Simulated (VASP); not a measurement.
Output of a VASP run:

### OSZICAR
```
       N       E                     dE             d eps       ncg     rms          rms(c)
DAV:   1     0.352189932315E+02    0.35219E+02   -0.49395E+03  1008   0.121E+03
DAV:   2    -0.969000137173E+01   -0.44909E+02   -0.43102E+02  1017   0.177E+02
DAV:   3    -0.109048526290E+02   -0.12149E+01   -0.11872E+01  1163   0.396E+01
DAV:   4    -0.109312008019E+02   -0.26348E-01   -0.26327E-01  1263   0.529E+00
DAV:   5    -0.109318959614E+02   -0.69516E-03   -0.69513E-03  1244   0.790E-01    0.132E+01
DAV:   6    -0.131634163221E+02   -0.22315E+01   -0.74065E+01  1149   0.133E+02    0.186E+01
DAV:   7    -0.913648767701E+01    0.40269E+01   -0.37859E+01  1121   0.832E+01    0.247E+00
DAV:   8    -0.911048107909E+01    0.26007E-01   -0.21377E-01  1122   0.561E+00    0.144E+00
DAV:   9    -0.909747227160E+01    0.13009E-01   -0.43062E-02  1182   0.324E+00    0.354E-01
DAV:  10    -0.909708834646E+01    0.38393E-03   -0.96738E-04  1289   0.393E-01    0.124E-01
DAV:  11    -0.909708823032E+01    0.11615E-06   -0.20762E-05  1163   0.531E-02    0.169E-02
DAV:  12    -0.909708741020E+01    0.82012E-06   -0.33186E-06   728   0.234E-02
   1 F= -.90970874E+01 E0= -.90970987E+01  d E =-.909709E+01
       N       E                     dE             d eps       ncg     rms          rms(c)
DAV:   1    -0.106188821732E+02   -0.15218E+01   -0.27402E+01  1054   0.101E+02    0.117E+01
DAV:   2    -0.115884347576E+02   -0.96955E+00   -0.49054E+01  1137   0.114E+02    0.134E+01
DAV:   3    -0.914794313903E+01    0.24405E+01   -0.22755E+01  1107   0.706E+01    0.223E+00
DAV:   4    -0.911986494766E+01    0.28078E-01   -0.15680E-01  1170   0.482E+00    0.131E+00
DAV:   5    -0.910697053530E+01    0.12894E-01   -0.37149E-02  1400   0.256E+00    0.323E-01
DAV:   6    -0.910675013810E+01    0.22040E-03   -0.90342E-04  1122   0.430E-01    0.101E-01
DAV:   7    -0.910676790286E+01   -0.17765E-04   -0.29951E-05  1297   0.570E-02    0.144E-02
DAV:   8    -0.910676735493E+01    0.54793E-06   -0.31501E-06   728   0.269E-02
   2 F= -.91067674E+01 E0= -.91068228E+01  d E =-.967994E-02
       N       E                     dE             d eps       ncg     rms          rms(c)
DAV:   1    -0.946939029820E+01   -0.36262E+00   -0.60956E+00  1048   0.489E+01    0.526E+00
DAV:   2    -0.980452279579E+01   -0.33513E+00   -0.13007E+01  1221   0.563E+01    0.670E+00
DAV:   3    -0.914580139977E+01    0.65872E+00   -0.45172E+00  1194   0.345E+01    0.739E-01
DAV:   4    -0.914243250566E+01    0.33689E-02   -0.14146E-02  1039   0.122E+00    0.446E-01
DAV:   5    -0.914044883493E+01    0.19837E-02   -0.40919E-03  1388   0.695E-01    0.534E-02
DAV:   6    -0.914046792903E+01   -0.19094E-04   -0.51302E-05  1078   0.778E-02    0.206E-02
DAV:   7    -0.914046736003E+01    0.56900E-06   -0.11143E-05  1190   0.538E-02    0.213E-03
DAV:   8    -0.914046731564E+01    0.44382E-07   -0.23362E-07   509   0.869E-03
   3 F= -.91404673E+01 E0= -.91405181E+01  d E =-.433799E-01
```

File OUTCAR:
```
------------------------ aborting loop because EDIFF is reached ----------------------------------------
  FORCE on cell =-STRESS in cart. coord.  units (eV):
  Direction    XX          YY          ZZ          XY          YZ          ZX
  --------------------------------------------------------------------------------------
  Total       -0.0049634     -0.0049634     -0.0049634      0.0000000      0.0000000     -0.0000000
  in kB       -0.3418912     -0.3418912     -0.3418912      0.0000000      0.0000000     -0.0000000
  external PRESSURE =      -0.3418912 kB  Pullay stress =       0.0000000 kB
  volume of cell :       23.26
      direct lattice vectors                 reciprocal lattice vectors
     2.854529574  0.000000000  0.000000000     0.350320420 -0.000000000  0.000000000
     0.000000000  2.854529574  0.000000000    -0.000000000  0.350320420 -0.000000000
    -0.000000000  0.000000000  2.854529574    -0.000000000 -0.000000000  0.350320420
 POSITION                                       TOTAL-FORCE (eV/Angst)
 -----------------------------------------------------------------------------------
      1.42726      1.42726      1.42726         0.000000      0.000000     -0.000000
      0.00000      0.00000      0.00000        -0.000000     -0.000000      0.000000
 -----------------------------------------------------------------------------------
    total drift:                               -0.000000      0.000000      0.000000
  FREE ENERGIE OF THE ION-ELECTRON SYSTEM (eV)
  ---------------------------------------------------
  free  energy   TOTEN  =        -9.1404673156 eV

  energy  without entropy=       -9.1406197864  energy(sigma->0) =       -9.14051814

 reached required accuracy - stopping structural energy minimisation
```
(Selected blocks of OUTCAR.)

File POSCAR:
```
FeAl
1
    2.9100000000     0.0000000000     0.0000000000
    0.0000000000     2.9100000000     0.0000000000
    0.0000000000     0.0000000000     2.9100000000
Al Fe
1 1
Direct
  0.5000000000   0.5000000000   0.5000000000
  0.0000000000   0.0000000000   0.0000000000
```

Problem. Reconstruct the remaining input files.

Solution. One answer among several that fit: the input of the run itself, optB86b-vdW, plane waves, VASP's PBE PAW potentials (set 64).

### KPOINTS
```
Automatic mesh
0
Gamma
11 11 11
0 0 0
```

**INCAR**
```
SYSTEM  =  FeAl
PREC  =  Accurate; ENCUT  =  520; LREAL  =  .FALSE.
LASPH  =  .TRUE.
EDIFF  =  1E-6; NELM  =  100; ALGO  =  Normal
LMAXMIX  =  4
ISMEAR  =  1; SIGMA  =  0.1
GGA  =  MK; LUSE_VDW  =  .TRUE.; AGGAC  =  0.0
PARAM1  =  0.1234; PARAM2  =  1.0
IBRION  =  2; NSW  =  60; ISIF  =  3
EDIFFG  =  -0.01
LWAVE  =  .FALSE.; LCHARG  =  .FALSE.
```

POTCAR, in this order: Al Fe (PBE.64 set). Program: vasp_std.

Energy and stress use the plane-wave basis of the starting cell.

The compound is FeAl in the CsCl type structure. This run relaxes it. Symmetry was kept, so distortions that lower it aren't found. The run is not spin-polarised, so no magnetic state was tried. The electron count is odd and the run is not spin-polarised, which forces a metal.
